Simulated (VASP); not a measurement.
Method: vdW-DF-cx, VASP's PBE PAW potentials (set 64) (plane waves; VASP).

The input files of a VASP run:

INCAR:
```
! general
SYSTEM  =NiAl
PREC    =Accurate
ENCUT   =520
LREAL   =.False.
LASPH   =.True.   ! aspherical one-centre terms

! electronic loop
EDIFF   =1E-7
NELM    =100   ! most electronic steps
ALGO    =Normal
LMAXMIX =4

! smearing
ISMEAR  =-5

! functional
GGA     =CX
LUSE_VDW=.True.
AGGAC   =0.0

! ions
ISIF    =2   ! forces and stress, cell fixed

! output
LWAVE   =.False.
LCHARG  =.True.
LORBIT  =11   ! lm-projected
NEDOS   =601   ! DOS grid
```

**KPOINTS**
```
Automatic mesh
0
Gamma
14 14 14
0 0 0
```

### POSCAR
```
NiAl
5.7441380
  0.4999999971   0.0000000000   0.0000000000
  0.0000000000   0.4999999971   0.0000000000
  0.0000000000   0.0000000000   0.4999999971
Al Ni
1 1
Direct
  0.5000000000   0.5000000000   0.5000000000
  0.0000000000   0.0000000000   0.0000000000
```

POTCAR, in this order: Al Ni (PBE.64 set). Program: vasp_std.

Q: What will the output report for the number of irreducible k-points (NKPTS), largest plane-wave count, number of space-group operations, FFT grid (NGX, NGY, NGZ)?

A: 
```json
{
  "number of irreducible k-points (NKPTS)": "120",
  "largest_plane_wave_count": "657",
  "number_of_space_group_operations": "48",
  "FFT grid (NGX, NGY, NGZ)": "24 × 24 × 24"
}
```

The compound is NiAl in the CsCl type structure. It was relaxed first. The run is not spin-polarised, so no magnetic state was tried. The electron count is odd and the run is not spin-polarised, which forces a metal.
